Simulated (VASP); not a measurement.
The system is TaMo2C3.

```xyz
6
Lattice="4.3120 0.0000 0.0000 -2.1560 3.7343 0.0000 0.0000 0.0000 5.7476" Properties=species:S:1:pos:R:3 pbc="T T T"
Ta    2.1560    1.2448    0.0000
Mo    0.0000    0.0000    2.8738
Mo    0.0000    0.0000    0.0000
C     0.0000    2.4895    0.0000
C     2.1560    1.2448    3.5002
C     2.1560    1.2448    2.2475
```

The cell was built by a generator and needn't be a form met in nature.

```yaml
Program: VASP 6.6.1
Task: relaxation of cell and atoms
Functional: PBE
Potentials_or_basis: VASP PAW PBE potentials, release 64 (Ta_pv, Mo_sv, C)
Cutoff: 520 eV
k_mesh: 5 × 5 × 3
Occupations: gaussian, width 0.15 eV
Spin: no spin polarisation
```

At the start: pressure -9.3 GPa; volume 15.43 Å³/atom.

**Question.** Where does the relaxation end?

**Answer.** Over 9 steps the energy falls by 77.5 meV/atom and the volume is 14.17 Å³/atom (-8.1 %); space group P-6m2 (No. 187, to 0.05 Å).

Step by step:
```csv
step,energy change (eV),largest force (eV/Å),pressure (GPa),volume (Å³)
1,0.0000,4.6875,-9.33,92.55
2,1.6387,9.2316,8.89,81.01
3,-0.3262,1.5887,-8.63,89.37
4,-0.0641,0.7058,19.06,77.80
5,-0.4576,0.8453,-0.18,84.93
6,-0.4577,0.8266,-0.10,84.84
7,-0.4133,2.5732,0.42,85.51
8,-0.4648,0.0376,0.03,85.03
9,-0.4648,0.0218,-0.01,85.02
```

Final structure:
```
Ta Mo C
1.0
     4.18141    0.00000    0.00000
    -2.09071    3.62121    0.00000
     0.00000    0.00000    5.61512
Ta Mo C
1 2 3
Cartesian
  2.0907 1.2071 0.0000
  0.0000 0.0000 2.8076
  0.0000 0.0000 0.0000
  0.0000 2.4141 0.0000
  2.0907 1.2071 3.4657
  2.0907 1.2071 2.1495
```

Caveat: the k mesh is coarse (spacing up to 0.36 Å⁻¹), so the values aren't converged; the standard files for N, O and F lose accuracy on very short bonds.
